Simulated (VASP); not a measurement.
These are PBE GGA, VASP's PBE PAW potentials (set 64) (plane waves; VASP) values and carry that method's errors.

Input for VASP

**INCAR**
```
ALGO  =  Normal
EDIFF  =  1E-6
ENCUT  =  520
GGA  =  PE
ICHARG  =  11
ISMEAR  =  0
LASPH  =  .TRUE.
LCHARG  =  .FALSE.
LREAL  =  .FALSE.
LWAVE  =  .FALSE.
NELM  =  100
PREC  =  Accurate
SIGMA  =  0.05
SYSTEM  =  Si
```

### KPOINTS
```
k-points along high-symmetry lines
15
Line-mode
Reciprocal
  0.000000   0.000000   0.000000 ! GAMMA
  0.500000   0.000000   0.500000 ! X

  0.500000   0.000000   0.500000 ! X
  0.625000   0.250000   0.625000 ! U

  0.375000   0.375000   0.750000 ! K
  0.000000   0.000000   0.000000 ! GAMMA

  0.000000   0.000000   0.000000 ! GAMMA
  0.500000   0.500000   0.500000 ! L

  0.500000   0.500000   0.500000 ! L
  0.500000   0.250000   0.750000 ! W

  0.500000   0.250000   0.750000 ! W
  0.500000   0.000000   0.500000 ! X
```

**POSCAR**
```
Si
1
    0.0000000000     2.7342745149     2.7342745149
    2.7342745149     0.0000000000     2.7342745149
    2.7342745149     2.7342745149     0.0000000000
Si
2
Direct
  0.0000000000   0.0000000000   0.0000000000
  0.2500000000   0.2500000000   0.2500000000
```

POTCAR, in this order: Si (PBE.64 set). Program: vasp_std. Read from the step before: CHGCAR.

Output of the run:

### OUTCAR
```
 ion  position               nearest neighbor table
   1  0.000  0.000  0.000-   2 2.37   2 2.37   2 2.37   2 2.37
   2  0.250  0.250  0.250-   1 2.37   1 2.37   1 2.37   1 2.37
  LATTYP: Found a face centered cubic cell.
 ALAT       =     5.4685490298
 Subroutine PRICEL returns:
 Original cell was already a primitive cell.
 Subroutine GETGRP returns: Found 48 space group operations
The static configuration has the point symmetry T_d .
 The point group associated with its full space group is O_h .
The dynamic configuration has the point symmetry T_d .
 Subroutine INISYM returns: Found 48 space group operations
   k-points           NKPTS =     90   k-points in BZ     NKDIM =     90   number of bands    NBANDS=      8
   number of dos      NEDOS =    301   number of ions     NIONS =      2
   total plane-waves  NPLWV =  27000
   dimension x,y,z NGX =    30 NGY =   30 NGZ =   30
   dimension x,y,z NGXF=    60 NGYF=   60 NGZF=   60
   ions per type =               2
   PREC   = accura    normal or accurate (medium, high low for compatibility)
   ISTART =      0    job   : 0-new  1-cont  2-samecut
   ICHARG =     11    charge: 1-file 2-atom 10-const
   ISPIN  =      1    spin polarized calculation?
   LNONCOLLINEAR =      F non collinear calculations
   LSORBIT =      F    spin-orbit coupling
   INIWAV =      1    electr: 0-lowe 1-rand  2-diag
   ENCUT  =  520.0 eV  38.22 Ry    6.18 a.u.   7.19  7.19  7.19*2*pi/ulx,y,z
   NELM   =    100;   NELMIN=  2; NELMDL= -5     # of ELM steps
   EDIFF  = 0.1E-05   stopping-criterion for ELM
   LREAL  =      F    real-space projection
   NLSPLINE    = F    spline interpolate recip. space projectors
   LMAXMIX     =    2 max onsite mixed and CHGCAR
   VOSKOWN=      0    Vosko Wilk Nusair interpolation
   EDIFFG = 0.1E-04   stopping-criterion for IOM
   NSW    =      0    number of steps for IOM
   NBLOCK =      1;   KBLOCK =      1    inner block; outer block
   IBRION =     -1    ionic relax: 0-MD 1-quasi-New 2-CG
   NFREE  =      0    steps in history (QN), initial steepest desc. (CG)
   ISIF   =      2    stress and relaxation
   ISYM   =      2    0-nonsym 1-usesym 2-fastsym
   TEIN   =    0.0    initial temperature
   TEBEG  =    0.0;   TEEND  =   0.0 temperature during run
   SMASS  =  -3.00    Nose mass-parameter (am)
   PSTRESS=    0.0 pullay stress
   NELECT =       8.0000    total number of electrons
   EFERMI =   0.00;   METHOD = LEGACY
   ISMEAR =     0;   SIGMA  =   0.05  broadening in eV -4-tet -1-fermi 0-gaus
   IALGO  =     38    algorithm
   LDIAG  =      T    sub-space diagonalisation (order eigenvalues)
   IMIX   =      4    mixing-type and parameters
     AMIX     =   0.40;   BMIX     =  1.00
     AMIX_MAG =   1.60;   BMIX_MAG =  1.00
     AMIN     =   0.10
   GGA     = PE    functional components
   VOSKOWN =     0    Vosko Wilk Nusair interpolation
   LHFCALC =     F    Hartree Fock is set to
   LHFONE  =     F    Hartree Fock one center treatment
   AEXX    =    0.0000 exact exchange contribution
   IVDW    =     0    specifies the selected vdW correction
   LEPSILON=     F    determine dielectric tensor
   LRPA    =     F    only Hartree local field effects (RPA)
  energy-cutoff  :      520.00
  volume of cell :       40.88
      direct lattice vectors                 reciprocal lattice vectors
     0.000000000  2.734274515  2.734274515    -0.182863863  0.182863863  0.182863863
     2.734274515  0.000000000  2.734274515     0.182863863 -0.182863863  0.182863863
     2.734274515  2.734274515  0.000000000     0.182863863  0.182863863 -0.182863863
 k-point     1 :   0.0000 0.0000 0.0000  plane waves:    1067
 k-point     2 :   0.0357 0.0000 0.0357  plane waves:    1087
 k-point     3 :   0.0714 0.0000 0.0714  plane waves:    1087
 k-point     4 :   0.1071 0.0000 0.1071  plane waves:    1102
 k-point     5 :   0.1429 0.0000 0.1429  plane waves:    1106
 k-point     6 :   0.1786 0.0000 0.1786  plane waves:    1094
 k-point     7 :   0.2143 0.0000 0.2143  plane waves:    1098
 k-point     8 :   0.2500 0.0000 0.2500  plane waves:    1094
 k-point     9 :   0.2857 0.0000 0.2857  plane waves:    1094
...
```

### OSZICAR
```
       N       E                     dE             d eps       ncg     rms          rms(c)
DAV:   1     0.807423285373E+01    0.80742E+01   -0.32421E+03  1440   0.763E+02
DAV:   2    -0.898379323696E+01   -0.17058E+02   -0.16406E+02  2128   0.799E+01
DAV:   3    -0.923131518341E+01   -0.24752E+00   -0.24752E+00  1960   0.118E+01
DAV:   4    -0.923225908833E+01   -0.94390E-03   -0.94390E-03  2392   0.764E-01
DAV:   5    -0.923226094459E+01   -0.18563E-05   -0.18563E-05  1904   0.232E-02
DAV:   6    -0.923226096817E+01   -0.23578E-07   -0.23578E-07  2392   0.174E-03
   1 F= -.92322610E+01 E0= -.92322610E+01  d E =-.179591E-14
```

**OUTCAR**
```
 val. band max:        5.6185363237   @ k =   0.0000   0.0000   0.0000

 cond. band min:       6.2296560952   @ k =   0.4286   0.0000   0.4286



 k-point     1 :       0.0000    0.0000    0.0000
  band No.  band energies     occupation
      1      -6.1970      2.00000
      2       5.6185      2.00000
      3       5.6185      2.00000
      4       5.6185      2.00000
      5       8.1749      0.00000
      6       8.1749      0.00000
      7       8.1749      0.00000
      8       8.7537      0.00000

 k-point     2 :       0.0357    0.0000    0.0357
  band No.  band energies     occupation
      1      -6.1751      2.00000
      2       5.4650      2.00000
      3       5.5278      2.00000
      4       5.5278      2.00000
      5       8.1211      0.00000
      6       8.2927      0.00000
      7       8.2927      0.00000
      8       8.9035      0.00000

 k-point     3 :       0.0714    0.0000    0.0714
  band No.  band energies     occupation
      1      -6.1093      2.00000
      2       5.0730      2.00000
      3       5.2960      2.00000
      4       5.2960      2.00000
      5       7.9719      0.00000
      6       8.6054      0.00000
      7       8.6054      0.00000
      8       9.2704      0.00000

 k-point     4 :       0.1071    0.0000    0.1071
  band No.  band energies     occupation
      1      -6.0000      2.00000
      2       4.5525      2.00000
      3       4.9934      2.00000
      4       4.9934      2.00000
      5       7.7563      0.00000
      6       9.0419      0.00000
      7       9.0419      0.00000
      8       9.6850      0.00000

 k-point     5 :       0.1429    0.0000    0.1429
  band No.  band energies     occupation
      1      -5.8472      2.00000
      2       3.9703      2.00000
      3       4.6687      2.00000
      4       4.6687      2.00000
      5       7.5058      0.00000
      6       9.5526      0.00000
      7       9.5526      0.00000
      8       9.9090      0.00000
...
```

The density is held fixed in this step, so its total energy and stress have no physical meaning.

The compound is Si in the diamond structure. It was relaxed first.
